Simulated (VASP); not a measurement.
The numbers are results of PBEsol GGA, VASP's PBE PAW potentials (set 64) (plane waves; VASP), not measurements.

VASP input:

### KPOINTS
```
Automatic mesh
0
Gamma
15 15 15
0 0 0
```

**POSCAR**
```
WSi2
4.5204080
 -0.3543392505   0.3543392505   0.8653828255
  0.3543392505  -0.3543392505   0.8653828255
  0.3543392505   0.3543392505  -0.8653828255
Si W
2 1
direct
  0.6655472604   0.6655472604   0.0000000000
  0.3344527396   0.3344527396   0.0000000000
  0.0000000000   0.0000000000   0.0000000000
```

INCAR:
```
# general
SYSTEM  = WSi2
PREC    = Accurate
ENCUT   = 400   # plane-wave cut-off (eV)
LREAL   = .FALSE.   # projection in real space or not
LASPH   = .TRUE.   # aspherical one-centre terms

# electronic loop
EDIFF   = 1E-7   # SCF stop (eV)
NELM    = 100   # most electronic steps
ALGO    = Normal   # blocked Davidson
LMAXMIX = 6   # l cut-off of mixed one-centre charges

# smearing
ISMEAR  = -5

# functional
GGA     = PS

# ions
ISIF    = 2   # forces and stress, cell fixed

# output
LWAVE   = .FALSE.
LCHARG  = .TRUE.
LORBIT  = 11   # lm-projected
NEDOS   = 601   # DOS grid
```

POTCAR, in this order: Si W_sv (PBE.64 set). Program: vasp_std.

Output

**OUTCAR**
```
 ion  position               nearest neighbor table
   1  0.666  0.666  0.000-   2 2.59   3 2.61   3 2.61   3 2.61   3 2.61   3 2.62   2 2.62   2 2.62
                             2 2.62   2 2.62
   2  0.334  0.334  0.000-   1 2.59   3 2.61   3 2.61   3 2.61   3 2.61   3 2.62   1 2.62   1 2.62
                             1 2.62   1 2.62
   3  0.000  0.000  0.000-   1 2.61   1 2.61   1 2.61   2 2.61   1 2.61   2 2.61   2 2.61   2 2.61
                             1 2.62   2 2.62
  LATTYP: Found a body centered tetragonal cell.
 ALAT       =     3.2035159654
 C/A-ratio  =     2.4422437658
 Subroutine PRICEL returns:
 Original cell was already a primitive cell.
 Subroutine GETGRP returns: Found 16 space group operations
The static configuration has the point symmetry D_4h.
The dynamic configuration has the point symmetry D_4h.
 Subroutine INISYM returns: Found 16 space group operations
 Subroutine IBZKPT returns following result:
 Found    288 irreducible k-points:

 Following reciprocal coordinates:
            Coordinates               Weight
  0.000000  0.000000  0.000000      1.000000
  0.066667 -0.000000  0.000000      8.000000
  0.133333  0.000000  0.000000      8.000000
  0.200000 -0.000000  0.000000      8.000000
...
```

### OSZICAR
```
       N       E                     dE             d eps       ncg     rms          rms(c)
DAV:   1     0.107165841565E+03    0.10717E+03   -0.96465E+03  8656   0.124E+03
DAV:   2    -0.242095407323E+02   -0.13138E+03   -0.13011E+03 10145   0.319E+02
DAV:   3    -0.274927040206E+02   -0.32832E+01   -0.32454E+01 11482   0.462E+01
DAV:   4    -0.275148787531E+02   -0.22175E-01   -0.22194E-01  9949   0.441E+00
DAV:   5    -0.275151629840E+02   -0.28423E-03   -0.28404E-03 11587   0.480E-01    0.264E+01
DAV:   6    -0.267607443869E+02    0.75442E+00   -0.41281E+00 10411   0.153E+01    0.932E+00
DAV:   7    -0.266646719463E+02    0.96072E-01   -0.27060E-01  9746   0.309E+00    0.455E+00
DAV:   8    -0.266401761769E+02    0.24496E-01   -0.46100E-02 11300   0.183E+00    0.298E-01
DAV:   9    -0.266395681908E+02    0.60799E-03   -0.11875E-03 10264   0.282E-01    0.169E-01
DAV:  10    -0.266394373257E+02    0.13087E-03   -0.30846E-04 10705   0.177E-01    0.388E-02
DAV:  11    -0.266394322342E+02    0.50915E-05   -0.34471E-05 11013   0.478E-02    0.151E-02
DAV:  12    -0.266394335488E+02   -0.13146E-05   -0.13736E-06 10404   0.828E-03    0.384E-03
DAV:  13    -0.266394326378E+02    0.91095E-06   -0.34670E-07  9642   0.590E-03    0.600E-04
DAV:  14    -0.266394325677E+02    0.70121E-07   -0.11784E-08  5097   0.114E-03
   1 F= -.26639433E+02 E0= -.26639433E+02  d E =0.000000E+00
```

### OUTCAR
```
------------------------ aborting loop because EDIFF is reached ----------------------------------------
  FORCE on cell =-STRESS in cart. coord.  units (eV):
  Direction    XX          YY          ZZ          XY          YZ          ZX
  --------------------------------------------------------------------------------------
  Total        0.0232409      0.0232409     -0.1084056      0.0000000      0.0000000      0.0000000
  in kB        0.9275215      0.9275215     -4.3263593      0.0000000      0.0000000      0.0000000
  external PRESSURE =      -0.8237721 kB  Pullay stress =       0.0000000 kB
  volume of cell :       40.15
      direct lattice vectors                 reciprocal lattice vectors
    -1.601757983  1.601757983  3.911883448     0.000000000  0.312157021  0.127815669
     1.601757983 -1.601757983  3.911883448     0.312157021  0.000000000  0.127815669
     1.601757983  1.601757983 -3.911883448     0.312157021  0.312157021  0.000000000
 POSITION                                       TOTAL-FORCE (eV/Angst)
 -----------------------------------------------------------------------------------
      0.00000      0.00000      5.20709        -0.000000     -0.000000     -0.022498
      0.00000      0.00000      2.61668         0.000000      0.000000      0.022498
      0.00000      0.00000      0.00000         0.000000      0.000000     -0.000000
 -----------------------------------------------------------------------------------
    total drift:                               -0.000000      0.000000      0.000000
  FREE ENERGIE OF THE ION-ELECTRON SYSTEM (eV)
  ---------------------------------------------------
  free  energy   TOTEN  =       -26.6394325677 eV

  energy  without entropy=      -26.6394325677  energy(sigma->0) =      -26.63943257

 total charge

# of ion       s       p       d       tot
------------------------------------------
    1        0.737   0.894   0.000   1.631
    2        0.737   0.894   0.000   1.631
    3        2.318   6.312   3.623  12.253
--------------------------------------------------
tot          3.791   8.101   3.623  15.515
```
(Selected blocks of OUTCAR.)

For a metal the tetrahedron method with Blöchl corrections gives inexact stress and forces.

The compound is WSi2 in the MoSi2 type structure. It was relaxed first.
